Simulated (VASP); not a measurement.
Method: PBEsol GGA, VASP's PBE PAW potentials (set 64) (plane waves; VASP 6.6.1).

Input for VASP

### POSCAR
```
TiAl3
1
   -1.9076650000     1.9076650000     4.2729650000
    1.9076650000    -1.9076650000     4.2729650000
    1.9076650000     1.9076650000    -4.2729650000
Ti Al
1 3
Direct
  0.0000000000   0.0000000000   0.0000000000
  0.5000000000   0.5000000000   0.0000000000
  0.7500000000   0.2500000000   0.5000000000
  0.2500000000   0.7500000000   0.5000000000
```

**KPOINTS**
```
Automatic mesh
0
Gamma
5 5 5
0 0 0
```

**INCAR**
```
SYSTEM = TiAl3
PREC = Accurate; ENCUT = 300; LREAL = .False.
LASPH = .True.
EDIFF = 1E-6; NELM = 100; ALGO = Normal
LMAXMIX = 4
ISMEAR = 1; SIGMA = 0.272
GGA = PS
ISIF = 2
LWAVE = .False.; LCHARG = .False.
```

POTCAR, in this order: Ti_sv Al (PBE.64 set). Program: vasp_std.

Output of the run:

OSZICAR:
```
       N       E                     dE             d eps       ncg     rms          rms(c)
DAV:   1     0.847790147129E+02    0.84779E+02   -0.72059E+03   504   0.967E+02
DAV:   2    -0.161858881606E+02   -0.10096E+03   -0.10014E+03   528   0.275E+02
DAV:   3    -0.241821153126E+02   -0.79962E+01   -0.73144E+01   790   0.645E+01
DAV:   4    -0.243184090042E+02   -0.13629E+00   -0.13625E+00   600   0.101E+01
DAV:   5    -0.243231299374E+02   -0.47209E-02   -0.47208E-02   834   0.165E+00    0.114E+01
DAV:   6    -0.229852739383E+02    0.13379E+01   -0.29935E+01   730   0.443E+01    0.659E+00
DAV:   7    -0.223010899298E+02    0.68418E+00   -0.97150E+00   670   0.239E+01    0.307E+00
DAV:   8    -0.222509983104E+02    0.50092E-01   -0.13488E+00   676   0.100E+01    0.154E+00
DAV:   9    -0.222108408017E+02    0.40158E-01   -0.38727E-01   680   0.507E+00    0.224E-01
DAV:  10    -0.222118815887E+02   -0.10408E-02   -0.71909E-03   644   0.735E-01    0.273E-01
DAV:  11    -0.222104606647E+02    0.14209E-02   -0.91907E-03   694   0.731E-01    0.407E-02
DAV:  12    -0.222104714249E+02   -0.10760E-04   -0.11640E-04   624   0.859E-02    0.235E-02
DAV:  13    -0.222104686433E+02    0.27815E-05   -0.14494E-05   696   0.362E-02    0.378E-03
DAV:  14    -0.222104684791E+02    0.16424E-06   -0.11225E-06   450   0.651E-03
   1 F= -.22210468E+02 E0= -.22209014E+02  d E =-.436404E-02
```

File OUTCAR:
```
------------------------ aborting loop because EDIFF is reached ----------------------------------------
  FORCE on cell =-STRESS in cart. coord.  units (eV):
  Direction    XX          YY          ZZ          XY          YZ          ZX
  --------------------------------------------------------------------------------------
  Total        0.0505745      0.0505745     -0.0582465      0.0000000     -0.0000000      0.0000000
  in kB        1.3027137      1.3027137     -1.5003308      0.0000000     -0.0000000      0.0000000
  external PRESSURE =       0.3683655 kB  Pullay stress =       0.0000000 kB
  volume of cell :       62.20
      direct lattice vectors                 reciprocal lattice vectors
    -1.907665000  1.907665000  4.272965000     0.000000000  0.262100526  0.117014766
     1.907665000 -1.907665000  4.272965000     0.262100526  0.000000000  0.117014766
     1.907665000  1.907665000 -4.272965000     0.262100526  0.262100526  0.000000000
 POSITION                                       TOTAL-FORCE (eV/Angst)
 -----------------------------------------------------------------------------------
      0.00000      0.00000      0.00000         0.000000      0.000000      0.000000
      0.00000      0.00000      4.27297         0.000000      0.000000      0.000000
     -0.00000      1.90767      2.13648        -0.000000     -0.000000     -0.000000
      1.90767     -0.00000      2.13648         0.000000      0.000000      0.000000
 -----------------------------------------------------------------------------------
    total drift:                               -0.000000      0.000000      0.000000
  FREE ENERGIE OF THE ION-ELECTRON SYSTEM (eV)
  ---------------------------------------------------
  free  energy   TOTEN  =       -22.2104684791 eV

  energy  without entropy=      -22.2061044391  energy(sigma->0) =      -22.20901380
```
(Selected blocks of OUTCAR.)

OUTCAR:
```
 val. band max:        8.2935481577   @ k =  -0.4000  -0.4000   0.2000

 cond. band min:       8.3395829672   @ k =   0.2000  -0.0000   0.0000


 Fermi energy:         8.3273530554

 k-point     1 :       0.0000    0.0000    0.0000
  band No.  band energies     occupation
      1     -47.8237      2.00000
      2     -24.2734      2.00000
      3     -24.2734      2.00000
      4     -24.1716      2.00000
      5      -1.7865      2.00000
      6       5.4799      2.00000
      7       5.7142      2.00000
      8       6.8964      2.00000
      9       7.1151      2.00000
     10       7.1151      2.00000
     11       9.1790     -0.00009
     12      10.1076     -0.00000
     13      10.1076     -0.00000
     14      10.5921     -0.00000

 k-point     2 :       0.2000   -0.0000    0.0000
  band No.  band energies     occupation
      1     -47.8231      2.00000
      2     -24.2841      2.00000
      3     -24.2732      2.00000
      4     -24.1716      2.00000
      5      -1.2885      2.00000
      6       4.4350      2.00000
      7       5.5331      2.00000
      8       6.4244      2.00000
      9       7.2031      2.00000
     10       7.3831      2.00001
     11       8.3396      0.92398
     12       9.4067     -0.00000
     13      10.3470     -0.00000
     14      11.0792     -0.00000

 k-point     3 :       0.4000    0.0000    0.0000
  band No.  band energies     occupation
      1     -47.8223      2.00000
      2     -24.3002      2.00000
      3     -24.2721      2.00000
      4     -24.1709      2.00000
      5       0.1413      2.00000
      6       2.3498      2.00000
      7       4.7348      2.00000
      8       5.5811      2.00000
      9       7.3407      2.00000
     10       7.9993      2.07081
     11       8.6000     -0.05077
     12       9.9107     -0.00000
     13      10.7329     -0.00000
     14      10.8559     -0.00000

 k-point     4 :       0.2000    0.2000    0.0000
  band No.  band energies     occupation
...
```

At this cut-off the stress carries a Pulay error, which pulls relaxed volumes low.

The structure comes from a computed database's TiAl3 entry; how it stands against other phases isn't given here. The cell was not relaxed at this level. The k-mesh is coarse (spacing up to 0.47 per Å, 2π included), so the numbers may not be converged in it. The run is one of a series of settings (KPOINTS 5×5×5 Γ-centred mesh against the base run), some of them coarse on purpose. The electron count is odd and the run is not spin-polarised, which forces a metal.
